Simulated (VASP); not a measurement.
Level of theory: LDA (Ceperley-Alder, Perdew-Zunger), VASP's LDA PAW potentials (set 64) (plane waves; VASP 6.6.1).

VASP input:

### POSCAR
```
SrO
1
    0.0000000000     2.5800000000     2.5800000000
    2.5800000000     0.0000000000     2.5800000000
    2.5800000000     2.5800000000     0.0000000000
Sr O
1 1
Direct
  0.0000000000   0.0000000000   0.0000000000
  0.5000000000   0.5000000000   0.5000000000
```

INCAR:
```
EDIFFG  =  -0.01
LMAXMIX  =  4
NSW  =  60
PREC  =  Accurate
IBRION  =  2
LCHARG  =  .FALSE.
SYSTEM  =  SrO
ISMEAR  =  0   # Gaussian
NELM  =  100
SIGMA  =  0.05   # width (eV)
ENCUT  =  520   # plane-wave cut-off (eV)
LREAL  =  .FALSE.   # projection in real space or not
LASPH  =  .TRUE.   # aspherical one-centre terms
EDIFF  =  1E-6
ISIF  =  3   # ions, shape and volume
ALGO  =  Normal   # blocked Davidson
LWAVE  =  .FALSE.
```

File KPOINTS:
```
Automatic
0
G
 8 8 8
0 0 0
```

POTCAR, in this order: Sr_sv O (LDA.64 set). Program: vasp_std.

What VASP printed:

### OSZICAR
```
       N       E                     dE             d eps       ncg     rms          rms(c)
DAV:   1     0.755567679889E+02    0.75557E+02   -0.87378E+03   696   0.131E+03
DAV:   2    -0.123841551020E+02   -0.87941E+02   -0.80983E+02   984   0.255E+02
DAV:   3    -0.154674329533E+02   -0.30833E+01   -0.30652E+01   928   0.473E+01
DAV:   4    -0.155450157672E+02   -0.77583E-01   -0.77551E-01   956   0.630E+00
DAV:   5    -0.155453603741E+02   -0.34461E-03   -0.34460E-03   884   0.505E-01    0.173E+01
DAV:   6    -0.135722574420E+02    0.19731E+01   -0.10292E+01   792   0.240E+01    0.207E+01
DAV:   7    -0.134109323118E+02    0.16133E+00   -0.65707E-01   876   0.723E+00    0.116E+01
DAV:   8    -0.133653286529E+02    0.45604E-01   -0.15562E-01   736   0.414E+00    0.115E+00
DAV:   9    -0.133648955627E+02    0.43309E-03   -0.88048E-03  1136   0.778E-01    0.255E-01
DAV:  10    -0.133649460374E+02   -0.50475E-04   -0.67069E-04   792   0.265E-01    0.101E-01
DAV:  11    -0.133649542473E+02   -0.82099E-05   -0.92595E-05   848   0.893E-02    0.224E-02
DAV:  12    -0.133649549084E+02   -0.66110E-06   -0.86436E-06   780   0.294E-02
   1 F= -.13364955E+02 E0= -.13364955E+02  d E =-.133650E+02
       N       E                     dE             d eps       ncg     rms          rms(c)
DAV:   1    -0.139544529647E+02   -0.58950E+00   -0.12331E+01   844   0.350E+01    0.957E+00
DAV:   2    -0.134845153750E+02    0.46994E+00   -0.19287E+00   744   0.122E+01    0.218E+00
DAV:   3    -0.133903573351E+02    0.94158E-01   -0.24586E-01   948   0.533E+00    0.135E+00
DAV:   4    -0.133769029671E+02    0.13454E-01   -0.11583E-01  1060   0.261E+00    0.105E+00
DAV:   5    -0.133811352296E+02   -0.42323E-02   -0.23417E-03  1020   0.493E-01    0.397E-01
DAV:   6    -0.133831295773E+02   -0.19943E-02   -0.30604E-03  1108   0.347E-01    0.111E-01
DAV:   7    -0.133833411339E+02   -0.21156E-03   -0.44763E-04  1216   0.160E-01    0.587E-02
DAV:   8    -0.133833327598E+02    0.83741E-05   -0.21672E-05   772   0.466E-02    0.999E-03
DAV:   9    -0.133833328945E+02   -0.13463E-06   -0.34539E-06   828   0.152E-02
   2 F= -.13383333E+02 E0= -.13383333E+02  d E =-.183780E-01
       N       E                     dE             d eps       ncg     rms          rms(c)
DAV:   1    -0.134429192301E+02   -0.59586E-01   -0.11825E+00   816   0.107E+01    0.238E+00
DAV:   2    -0.133987802751E+02    0.44139E-01   -0.19777E-01   780   0.397E+00    0.653E-01
DAV:   3    -0.133894423900E+02    0.93379E-02   -0.22617E-02   900   0.168E+00    0.792E-01
DAV:   4    -0.133880043228E+02    0.14381E-02   -0.98965E-03  1076   0.780E-01    0.578E-01
DAV:   5    -0.133885132929E+02   -0.50897E-03   -0.64431E-04  1052   0.208E-01    0.212E-01
DAV:   6    -0.133886857567E+02   -0.17246E-03   -0.83461E-04  1120   0.196E-01    0.222E-02
DAV:   7    -0.133886845017E+02    0.12550E-05   -0.67053E-06   772   0.281E-02    0.882E-03
DAV:   8    -0.133886844510E+02    0.50705E-07   -0.11775E-06   584   0.101E-02
   3 F= -.13388684E+02 E0= -.13388684E+02  d E =-.237295E-01
```

OUTCAR:
```
------------------------ aborting loop because EDIFF is reached ----------------------------------------
  FORCE on cell =-STRESS in cart. coord.  units (eV):
  Direction    XX          YY          ZZ          XY          YZ          ZX
  --------------------------------------------------------------------------------------
  Total        0.0006415      0.0006415      0.0006415     -0.0000000      0.0000000      0.0000000
  in kB        0.0314024      0.0314024      0.0314024     -0.0000000      0.0000000      0.0000000
  external PRESSURE =       0.0314024 kB  Pullay stress =       0.0000000 kB
  volume of cell :       32.73
      direct lattice vectors                 reciprocal lattice vectors
     0.000000000  2.538846715  2.538846715    -0.196939814  0.196939814  0.196939814
     2.538846715  0.000000000  2.538846715     0.196939814 -0.196939814  0.196939814
     2.538846715  2.538846715  0.000000000     0.196939814  0.196939814 -0.196939814
  FREE ENERGIE OF THE ION-ELECTRON SYSTEM (eV)
  ---------------------------------------------------
  free  energy   TOTEN  =       -13.3886844510 eV

  energy  without entropy=      -13.3886844510  energy(sigma->0) =      -13.38868445

 reached required accuracy - stopping structural energy minimisation
```
(Selected blocks of OUTCAR.)

File CONTCAR:
```
SrO
   1.00000000000000
     0.0000000000000000    2.5388467148241971    2.5388467148241971
     2.5388467148241971    0.0000000000000000    2.5388467148241971
     2.5388467148241971    2.5388467148241971    0.0000000000000000
  Sr              O
     1     1
Direct
     0.0000000000000000    0.0000000000000000    0.0000000000000000
     0.5000000000000000    0.5000000000000000    0.5000000000000000
```

Energy and stress use the plane-wave basis of the starting cell.

The compound is SrO in the rock salt structure. This run relaxes it. Symmetry was kept, so distortions that lower it aren't found.
